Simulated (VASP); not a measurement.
All values below come from vdW-DF2, VASP's PBE PAW potentials (set 64) (plane waves; VASP).

The input files of a VASP run:

INCAR:
```
! general
SYSTEM    =  SnO
PREC      =  Accurate
ENCUT     =  520
LREAL     =  .False.
LASPH     =  .True.
ICHARG    =  11

! electronic loop
EDIFF     =  1E-7
NELM      =  100
ALGO      =  Normal
LMAXMIX   =  4

! smearing
ISMEAR    =  0
SIGMA     =  0.05

! functional
GGA       =  ML
LUSE_VDW  =  .True.
AGGAC     =  0.0
ZAB_VDW   =  -1.8867

! output
LWAVE     =  .False.
LCHARG    =  .False.
LORBIT    =  11
```

File POSCAR:
```
SnO
3.9687660
  1.0000000454   0.0000000000   0.0000000000
  0.0000000000   1.0000000454   0.0000000000
  0.0000000000   0.0000000000   1.3660908738
Sn O
2 2
Direct
  0.5000000000   0.0000000000   0.7833672441
  0.0000000000   0.5000000000   0.2166327559
  0.5000000000   0.5000000000   0.0000000000
  0.0000000000   0.0000000000   0.0000000000
```

File KPOINTS:
```
k-points along high-symmetry lines
10
Line-mode
Reciprocal
  0.000000   0.000000   0.000000 ! GAMMA
  0.000000   0.500000   0.000000 ! X

  0.000000   0.500000   0.000000 ! X
  0.500000   0.500000   0.000000 ! M

  0.500000   0.500000   0.000000 ! M
  0.000000   0.000000   0.000000 ! GAMMA

  0.000000   0.000000   0.000000 ! GAMMA
  0.000000   0.000000   0.500000 ! Z

  0.000000   0.000000   0.500000 ! Z
  0.000000   0.500000   0.500000 ! R

  0.000000   0.500000   0.500000 ! R
  0.500000   0.500000   0.500000 ! A

  0.500000   0.500000   0.500000 ! A
  0.000000   0.000000   0.500000 ! Z

  0.000000   0.500000   0.000000 ! X
  0.000000   0.500000   0.500000 ! R

  0.500000   0.500000   0.000000 ! M
  0.500000   0.500000   0.500000 ! A
```

POTCAR, in this order: Sn_d O (PBE.64 set). Program: vasp_std. Read from the step before: CHGCAR.

The run wrote:

OUTCAR:
```
 ion  position               nearest neighbor table
   1  0.500  0.000  0.783-   3 2.31   4 2.31   3 2.31   4 2.31   2 3.66   2 3.66   2 3.66   2 3.66
  LATTYP: Found a simple tetragonal cell.
 ALAT       =     3.9687661801
 C/A-ratio  =     1.3660908118
 Subroutine PRICEL returns:
 Original cell was already a primitive cell.
 Subroutine GETGRP returns: Found 16 space group operations
The static configuration has the point symmetry D_2d.
 The point group associated with its full space group is D_4h.
The dynamic configuration has the point symmetry D_2d.
 Subroutine INISYM returns: Found 16 space group operations
   k-points           NKPTS =     90   k-points in BZ     NKDIM =     90   number of bands    NBANDS=     24
   number of dos      NEDOS =    301   number of ions     NIONS =      4
   total plane-waves  NPLWV =  36000
   dimension x,y,z NGX =    30 NGY =   30 NGZ =   40
   dimension x,y,z NGXF=    60 NGYF=   60 NGZF=   80
   ions per type =               2   2
   PREC   = accura    normal or accurate (medium, high low for compatibility)
   ISTART =      0    job   : 0-new  1-cont  2-samecut
   ICHARG =     11    charge: 1-file 2-atom 10-const
   ISPIN  =      1    spin polarized calculation?
   LNONCOLLINEAR =      F non collinear calculations
   LSORBIT =      F    spin-orbit coupling
   INIWAV =      1    electr: 0-lowe 1-rand  2-diag
...
```

### OSZICAR
```
       N       E                     dE             d eps       ncg     rms          rms(c)
DAV:   1     0.393956800646E+03    0.39396E+03   -0.20597E+04  4376   0.238E+03
DAV:   2     0.436275722888E+02   -0.35033E+03   -0.34515E+03  4576   0.563E+02
DAV:   3    -0.102793406416E+02   -0.53907E+02   -0.52640E+02  5456   0.187E+02
DAV:   4    -0.124734256287E+02   -0.21941E+01   -0.21928E+01  4648   0.417E+01
DAV:   5    -0.125432630776E+02   -0.69837E-01   -0.69827E-01  6168   0.724E+00
DAV:   6    -0.125447800032E+02   -0.15169E-02   -0.15169E-02  5552   0.951E-01
DAV:   7    -0.125448247456E+02   -0.44742E-04   -0.44742E-04  6528   0.143E-01
DAV:   8    -0.125448252646E+02   -0.51900E-06   -0.51900E-06  5624   0.163E-02
DAV:   9    -0.125448252751E+02   -0.10547E-07   -0.10551E-07  4264   0.251E-03
   1 F= -.12544825E+02 E0= -.12544825E+02  d E =-.671567E-16
```

**OUTCAR**
```
 val. band max:        4.4986975666   @ k =   0.0000   0.0556   0.0000

 cond. band min:       5.7286182270   @ k =   0.5000   0.5000   0.0000



 k-point     1 :       0.0000    0.0000    0.0000
  band No.  band energies     occupation
      1     -16.7652      2.00000
      2     -16.5187      2.00000
      3     -16.5103      2.00000
      4     -16.5103      2.00000
      5     -16.4939      2.00000
      6     -16.4783      2.00000
      7     -16.4636      2.00000
      8     -16.4521      2.00000
      9     -16.4440      2.00000
     10     -16.4440      2.00000
     11     -14.1080      2.00000
     12     -12.1794      2.00000
     13      -2.2656      2.00000
     14      -1.0258      2.00000
     15      -0.3513      2.00000
     16      -0.3513      2.00000
     17       2.0403      2.00000
     18       2.2526      2.00000
     19       2.2526      2.00000
     20       4.4975      2.00000
     21       6.3968      0.00000
     22       8.3428      0.00000
     23       9.6908      0.00000
     24       9.6914      0.00000

 k-point     2 :       0.0000    0.0556    0.0000
  band No.  band energies     occupation
      1     -16.7638      2.00000
      2     -16.5182      2.00000
      3     -16.5101      2.00000
      4     -16.5099      2.00000
      5     -16.4942      2.00000
      6     -16.4777      2.00000
      7     -16.4637      2.00000
      8     -16.4572      2.00000
      9     -16.4441      2.00000
     10     -16.4430      2.00000
     11     -14.0909      2.00000
     12     -12.1911      2.00000
     13      -2.2707      2.00000
     14      -1.0309      2.00000
     15      -0.3447      2.00000
     16      -0.3339      2.00000
     17       1.9903      2.00000
     18       2.2296      2.00000
     19       2.2394      2.00000
     20       4.4987      2.00000
     21       6.4851      0.00000
     22       8.3679      0.00000
     23       9.5124      0.00000
     24       9.7195      0.00000

...
```

The density is held fixed in this step, so its total energy and stress have no physical meaning. Unless said otherwise, spin-orbit coupling is left out, though it shifts the bands of the heavy elements here.

The compound is SnO in the litharge structure. It was relaxed first, which changed the volume by +22 %.
